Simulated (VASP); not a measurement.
Computed with PBEsol GGA, VASP's PBE PAW potentials (set 64) (plane waves; VASP).

The input files of a VASP run:

**KPOINTS**
```
Automatic mesh
0
Gamma
  16 16 16
0 0 0
```

File POSCAR:
```
CrB
2.5483430
  1.0000001387   0.0000000000   0.0000000000
  0.0000000000   1.0000001387   0.0000000000
  0.0000000000   0.0000000000   1.0000001387
Cr B
1 1
Cartesian
  0.0000000000   0.0000000000   0.0000000000
  0.5000000694   0.5000000694   0.5000000694
```

INCAR:
```
# general
SYSTEM  = CrB
PREC    = Accurate
ENCUT   = 520   # plane-wave cut-off (eV)
LREAL   = .False.
LASPH   = .True.   # aspherical one-centre terms

# electronic loop
EDIFF   = 1E-7   # SCF stop (eV)
NELM    = 100
ALGO    = Normal
LMAXMIX = 4

# smearing
ISMEAR  = -5   # tetrahedra, Bloechl

# functional
GGA     = PS

# ions
ISIF    = 2   # forces and stress, cell fixed

# output
LWAVE   = .False.
LCHARG  = .True.
LORBIT  = 11   # lm-projected
NEDOS   = 601   # DOS grid
```

POTCAR, in this order: Cr_pv B (PBE.64 set). Program: vasp_std.

For a metal the tetrahedron method with Blöchl corrections gives inexact stress and forces.

Problem. Estimate the energy per atom (σ→0), band gap (on the k-mesh).

Solution. 
```
Property                                                     Value
------------------------  ----------------------------------------
energy per atom (σ→0)                               -8.576 eV/atom
band gap (on the k-mesh)  none (metal, semimetal or under 0.01 eV)
```

**OSZICAR**
```
...
DAV:  10    -0.171520674675E+02    0.20626E-03   -0.12484E-03  4823   0.586E-01    0.442E-02
DAV:  11    -0.171520767175E+02   -0.92500E-05   -0.70631E-05  4797   0.883E-02    0.128E-02
DAV:  12    -0.171520848228E+02   -0.81053E-05   -0.15120E-05  4975   0.345E-02    0.377E-03
DAV:  13    -0.171520828735E+02    0.19493E-05   -0.60335E-07  4423   0.845E-03    0.149E-03
DAV:  14    -0.171520818546E+02    0.10189E-05   -0.96277E-08  3043   0.299E-03    0.627E-04
DAV:  15    -0.171520816436E+02    0.21105E-06   -0.18932E-08  2118   0.116E-03    0.157E-04
DAV:  16    -0.171520816380E+02    0.55652E-08   -0.33918E-09  2097   0.531E-04
   1 F= -.17152082E+02 E0= -.17152082E+02  d E =0.000000E+00
```

The structure was generated: CrB was put into the CsCl type type (Pm-3m), which need not be its known phase. It was relaxed first, which changed the volume by -32 %. The run is not spin-polarised, so no magnetic state was tried. The electron count is odd and the run is not spin-polarised, which forces a metal.
